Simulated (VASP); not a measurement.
A run of VASP 6.6.1 is set up as follows.

Contents of INCAR:

```
SYSTEM = HfN
ALGO = Normal
CSHIFT = 0.05
EDIFF = 1E-7
ENCUT = 520
GGA = PE
ISIF = 2
ISMEAR = -1
LASPH = .TRUE.
LCHARG = .FALSE.
LOPTICS = .TRUE.
LREAL = .FALSE.
LWAVE = .FALSE.
NBANDS = 40
NEDOS = 2000
NELM = 80
PREC = Accurate
SIGMA = 0.05
```

KPOINTS

```
k-points
0
G
  12 12 12
  0 0 0
```

File POSCAR:

```
HfN
1.0
    0.0000000000      2.2625000000      2.2625000000
    2.2625000000      0.0000000000      2.2625000000
    2.2625000000      2.2625000000      0.0000000000
Hf N
1 1
Direct
    0.0000000000      0.0000000000      0.0000000000
    0.5000000000      0.5000000000      0.5000000000
```

Potentials or basis: VASP PAW PBE potentials, release 64 (Hf_pv, N).

Command:

```bash
$ cat potpaw_PBE.64/Hf_pv/POTCAR potpaw_PBE.64/N/POTCAR > POTCAR
$ mpirun -np 1 vasp_std > vasp.out
```

Predict the band gap on the k mesh.

none (metal or under the smearing width).

Estimate the pressure.

1.6 GPa.

Dielectric function (mean over the directions given):
```
energy (eV)  real part  imaginary part
       0.28     -78.16           52.23
       1.30       2.13            0.03
       2.32       4.70            2.22
       3.34       6.83            2.07
       4.41       9.11            2.29
       5.43      10.23            5.89
       6.45       6.99            8.79
       7.52       3.45            7.24
       8.54       1.08            7.59
       9.56       1.19            7.84
      10.63      -0.45            5.91
      11.65      -2.85            4.30
      12.66      -2.12            1.18
      13.74      -1.12            2.05
      14.76      -0.58            1.52
      15.77      -0.17            1.48
      16.85      -0.03            1.06
      17.87       0.24            0.60
      18.88       0.72            0.98
      19.96       0.25            0.84
```

Caveat: spectra need much finer meshes, so this one isn't converged; independent-particle spectra lack excitons; the intraband (Drude) part of a metal's response may be missing. Spin-orbit coupling is left out, which matters for the levels of Hf.
